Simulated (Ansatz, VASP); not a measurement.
## HPbNO4 in VASP and in Ansatz

```
CELL_PARAMETERS angstrom
4.18803 -0.00039 0.00623
-2.04145 5.10144 -0.04807
-2.08042 -1.82765 4.81458
ATOMIC_POSITIONS crystal
H 0.99073 0.03330 0.90994
Pb 0.50274 0.81989 0.14287
N 0.00838 0.47408 0.50265
O 0.99816 0.92741 0.02877
O 0.19467 0.73435 0.60852
O 0.81673 0.35882 0.24556
O 0.01381 0.33121 0.65217
```

Change from the starting cell: volume scaled by 0.94.

Alike in both runs: task single point; functional PBE; k mesh 8 × 6 × 6; occupations fermi-dirac, width 0.05 eV; no spin polarisation.

|  | VASP | Ansatz |
| --- | --- | --- |
| version | VASP 6.6.1 | Ansatz 0.2.0 |
| potentials or method | VASP PAW PBE potentials, release 64 (H, Pb_d, N, O) | Ansatz PAW |
| plane-wave cutoff (eV) | 520 | 420 |
| valence electrons in the cell | 44 | 44 |

```tsv
	VASP	Ansatz	Ansatz less VASP
gap on the k mesh at the Fermi level (eV)	2.87	2.90	+0.032
least direct gap on the mesh (eV)	3.25	3.28	+0.033
pressure (GPa)	6.8	5.9	-0.84
largest component of the traceless stress (GPa)	4.01	2.99	-1.017
rms of the force components (eV/Å)	0.900	0.710	-0.1905
```

Atom by atom the forces differ by 0.194 eV/Å (rms over components).

Caveats: spin-orbit coupling is left out, which as a rule narrows the gap of such compounds by several tenths of an eV; forces of over 1 eV/Å show positions far from the minimum, so gaps and moduli don't describe the material at rest; the standard files for N, O and F lose accuracy on very short bonds (VASP); the pressure holds a Pulay correction of +0.6 GPa for the finite cutoff (Ansatz). A k mesh can miss the band edges.
